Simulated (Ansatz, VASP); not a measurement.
**InAs in two plane-wave programs**

Wanted: the spread between two codes on one cell, functional and k mesh. The structure shown is the end of the Ansatz relaxation below.

Main program and level: Ansatz 0.2.0; plane waves, with VASP 6.6.1 beside it; single point at LDA.

## (1) Starting point

Symmetry: F-43m, No. 216, cubic system. The conventional cell has a = 6.065 Å, b = 6.065 Å, c = 6.065 Å, α = 90.00°, β = 90.00°, γ = 90.00°. Nearest to As lie 4 In at 2.63 Å. Nearest to In lie 4 As at 2.63 Å. Farther neighbours are not listed.

## (2) Ansatz: relaxation, LDA

Ansatz runs on its PAW soft_1 files.

This run makes the geometry at which the two programs are then compared.

The input, input.yaml:

```yaml
crystal:
  lattice:
    - [0.0, 3.0327420616, 3.0327420616]
    - [3.0327420616, 0.0, 3.0327420616]
    - [3.0327420616, 3.0327420616, 0.0]
  atoms:
    - { symbol: As, position: [0.7499813553, 0.7499813553, 0.7499813553] }
    - { symbol: In, position: [1.86447e-05, 1.86447e-05, 1.86447e-05] }
kpoints:
  mp_grid: { grid: [12, 12, 12], shift: [0.5, 0.5, 0.5] }
hamiltonian:
  xc: lda
  pseudopotentials: { kind: paw, azcp: { folder: soft_1 }, xc_functional: pbe }
scf:
  occupations: { method: gaussian, width: 0.015 }
output:
  forces: true
  stress: true
  eigenvalues: true
relax:
  adjacent_minimum: "off"
  f_tol: 0.001
  max_steps: 60
  cell: { stress_tol: 0.01, fix: [volume] }
```

On the command line:

```sh
ansatz run input.yaml --threads 4 --pin off --max-ram 10240MiB --backend cpu --events-out ev --progress --plain --runs-dir out
```

Numbers of over 12 decimals in the logs are rounded to 6 here.

Output:

```text
Engine: ansatz 0.2.0, x86_64-unknown-linux-gnu
Pseudopotentials: kind: paw
Pseudopotential: As, paw, valence charge 15, recommended cutoff 420 eV (normal), soft_1/As.paw.azcp
Pseudopotential: In, paw, valence charge 13, recommended cutoff 420 eV (normal), soft_1/In.paw.azcp
Functional definition: SPW92
  exchange = slater_x
  correlation = pw_c
Crystal: 2 atoms, lattice volume = 55.787 Å³
Basis set: ecut = 420 eV, 1067 PW (Γ)
Bands: 18, of which v1, the nominal top of the filled ones, is band 14 counted from 1 (13 counted from 0)
Symmetry: 6 space group operations
Space group: R3m (ITA 160), of the structure as read, at distance tolerance 3.8e-5 Å
k-points: 182 of 1728 (time reversal used)
Non-local potential: As, projectors of the file, l = 0: 2, l = 1: 2, l = 2: 3, l = 3: 1
Non-local potential: In, projectors of the file, l = 0: 2, l = 1: 2, l = 2: 2, l = 3: 1
PAW form: soft (Blöchl's): semilocal exchange-correlation on the pseudo side does not see the compensation charge
PAW frozen core: As, regenerated for the run's functional, and the local potential with it (the file was generated under x = pbe(κ = 0.804, μ = 0.219515), c = pbe(β = 0.066725))
PAW frozen core: In, regenerated for the run's functional, and the local potential with it (the file was generated under x = pbe(κ = 0.804, μ = 0.219515), c = pbe(β = 0.066725))
PAW one-centre angular grid: As, 590 points (default); XC on 64 Gauss nodes
PAW one-centre angular grid: In, 590 points (default); XC on 64 Gauss nodes
Initial density: superposition of atomic densities (chi_scale 0.1, normalization cell, long waves kept (reshape's long-wave potential 0.00 eV rms))
Initial wavefunctions: pseudopotential atomic-orbital guess
Functional: x = slater, c = lda
SCF iter   1: F=—  HF=-10231.421882 eV  |F-HF|=—  |Δ(HF+E_count)|=         —  Δρ=2.74e-2  dr2=3.70e-1  ethr=3.10e-3  ⟨swp⟩=6.0  Hψ=16411  notcnv=0
preconditioner: auto → none  [insulator: Δε(μ)=0.379 eV  Ē_g=14.622 eV  σ=0.015 eV  W_gap=1.00  n_scr=14 (ndim 8)  ℏωp=21.1 eV  f_vac=0.009  D(μ)=0.00/eV (n_scr^D=0)  ε∞_Penn≈3.1]
SCF iter   2: F=—  HF=-10231.316754 eV  |F-HF|=—  |Δ(HF+E_count)|=   1.05e-1  Δρ=1.22e-2  dr2=6.24e-2  ethr=1.32e-3  ⟨swp⟩=2.0  Hψ=5460  notcnv=0
SCF iter   3: F=—  HF=-10231.301975 eV  |F-HF|=—  |Δ(HF+E_count)|=   1.48e-2  Δρ=2.47e-3  dr2=7.76e-3  ethr=2.23e-4  ⟨swp⟩=3.1  Hψ=5899  notcnv=0
SCF iter   4: F=—  HF=-10231.298780 eV  |F-HF|=—  |Δ(HF+E_count)|=   3.19e-3  Δρ=6.46e-4  dr2=1.11e-4  ethr=2.77e-5  ⟨swp⟩=3.0  Hψ=7220  notcnv=0
SCF iter   5: F=—  HF=-10231.298803 eV  |F-HF|=—  |Δ(HF+E_count)|=   2.35e-5  Δρ=1.72e-4  dr2=5.52e-6  ethr=3.96e-7  ⟨swp⟩=3.0  Hψ=6226  notcnv=0
SCF iter   6: F=—  HF=-10231.298808 eV  |F-HF|=—  |Δ(HF+E_count)|=   4.75e-6  Δρ=1.31e-5  dr2=4.56e-8  ethr=3.57e-10  ⟨swp⟩=3.6  Hψ=14330  notcnv=0
SCF iter   7: F=-10231.298808 eV  HF=-10231.298808 eV  |F-HF|=2.84e-8  |Δ(HF+E_count)|=   3.21e-8  Δρ=6.30e-6  dr2=1.97e-8  ethr=1.63e-10  ⟨swp⟩=4.7  Hψ=13285  notcnv=0
SCF 1 converged in 7 iterations: F = -10231.298808 eV  dr2 = 1.97e-8
  greatest PAW one-centre occupation: 0.999 electrons in one spin orbital (limit 2), on the As atom at site 0 (counted from 0), in its partial waves of l = 2
relax step   1: F+E_penalty+E_count = -10231.29880786 eV  Δ(F+E_penalty+E_count) = +0.000e0 eV  max|allowed force component| = 2.789e-4 eV/Å  Δτ_max = 0.0000 Å  P = -1.133 GPa  Ω = 55.787 Å³  fix = [volume]  reactions: volume -1.133 GPa  (7 SCF iters, dr2 threshold 1.00e-7 eV, accepted)
[...]
relax step   2: F+E_penalty+E_count = -10231.29880854 eV  Δ(F+E_penalty+E_count) = -6.766e-7 eV  max|allowed force component| = 1.275e-4 eV/Å  Δτ_max = 0.0002 Å  P = -1.133 GPa  Ω = 55.787 Å³  energy of the carried Pulay correction = -1.132e-9 eV  fix = [volume]  reactions: volume -1.133 GPa  (4 SCF iters, dr2 threshold 5.97e-10 eV, accepted)
[...]
relax step   3: F+E_penalty+E_count = -10231.29880790 eV  Δ(F+E_penalty+E_count) = +6.348e-7 eV  max|allowed force component| = 1.268e-4 eV/Å  Δτ_max = 0.0000 Å  P = -1.133 GPa  Ω = 55.787 Å³  fix = [volume]  reactions: volume -1.133 GPa  stress off target by 1.63e-3 GPa on what of the cell is left free  SCF on the basis re-selected at this cell (its energy is not comparable with the rows above)  (6 SCF iters)
basis re-selected at this cell: Δ(F+E_penalty+E_count) = +6.348e-7 eV, ΔP = +0.000 GPa vs the last step (what re-selecting the basis moved, of the pressure what is left beyond the Pulay correction that the steps carried, after the strain that the cell walked since its last selection, with what the two solves' SCF thresholds leave and, on support functions, any second-order correction that the steps lacked; it is no m [...]
SCF converged after 6 iterations
Free energy (F): -10231.298808 eV
Harris-Foulkes:  -10231.298808 eV  (|F-HF|=7.28e-12)
Internal energy: -10231.298808 eV  (E = F + TS)
E sigma→0 (E₀):  -10231.298808 eV
Fermi energy:    7.375823 eV
--- Per-component energies (eV) ---
  E_band       = -330.109430
  E_kinetic    = 317.974063
  E_local      = -3498.449174  (includes V_loc(G=0)·N_el)
  E_nonlocal   = -59.490631
  E_hartree    = 1735.726489
  E_xc         = -212.110446
  E_vxc        = -164.389751  (∫ρ·V_xc dr)
  E_paw        = -6001.797000  (= ΣΔE_a)
  E_vpaw       = -397.207012  (= ΣTr[D̂ρ^β])
  E_aug_tail   = 0.000080  (compensation charges beyond the density's cutoff)
  E_ewald      = -2515.511953
  E_core_change = 2.359764  (= ΣΔE_core)
  E_smearing   = -0.000000  (= −TS)
  E_closure    = 0.000000  (closes the sum)
  Σ components = -10231.298808   (vs F -10231.298808, Δ=0.00e0)
--- Forces (eV/Å), atoms counted from 1 ---
  atom   1  As     0.00012678     0.00012678     0.00012678
  atom   2  In    -0.00012686    -0.00012686    -0.00012686
  max |Σ_I F_I| component: 7.52e-8 eV/Å
--- Stress (GPa, compression-positive) ---
       -1.133000       0.000817       0.000817
        0.000817      -1.133000       0.000817
        0.000817       0.000817      -1.133000
  P = ⅓ Tr σ = -1.1330 GPa (-11.330 kbar)
--- Band table (eV; the first three rows and the last of 182) ---
  k-point 0: bands = [... 10 lower, -4.6222, 6.3949, 7.2140, 7.2140, 7.5372, 11.0677, 11.1048, 11.1048]
  k-point 1: bands = [... 10 lower, -4.5270, 5.5551, 6.9527, 7.1659, 8.1287, 11.0144, 11.1916, 11.4570]
  k-point 2: bands = [... 10 lower, -4.2997, 4.4083, 6.6539, 6.9669, 8.4598, 11.3309, 11.4688, 11.8876]
  k-point 181: bands = [... 10 lower, -3.1537, 1.4833, 5.7033, 6.1739, 8.5532, 11.6354, 12.0487, 14.1190]
--- Relaxed structure (2 steps of the walk, 2 accepted, 1 SCFs on fresh bases) ---
  F+E_penalty+E_count = -10231.29880790 eV   max|allowed force component| = 1.268e-4 eV/Å   (the final SCF, on the basis selected at the relaxed cell)
  cell:  # Å, volume = 55.7874 Å³
    - [-0.000656005, 3.032414, 3.032414]
    - [3.032414, -0.000656005, 3.032414]
    - [3.032414, 3.032414, -0.000656005]
  atoms:
    - { symbol: As, position: [0.749966, 0.749966, 0.749966] }
    - { symbol: In, position: [3.4395350592207255e-5, 3.4395350592207275e-5, 3.439535059220728e-5] }
```

Reading the cycles: dr2 is the Hartree energy of the density residual (eV), the measure of convergence; HF is the Harris–Foulkes estimate of the energy, which meets the free energy F at convergence.

(Part 1 of 3 ends here.)

[Lines on the potential files, build, host, timing and source positions are cut from VASP's logs without a mark.]

[Logs are printed without paths, hosts, clocks, repeated set-up lines and the standing remarks that a program may print on its own settings, such as how far it seeks lower states.]

[Hosts, paths, dates, database ids (printed as entryN), source tags and the programs' standing remarks are cut or masked in the printed files.]
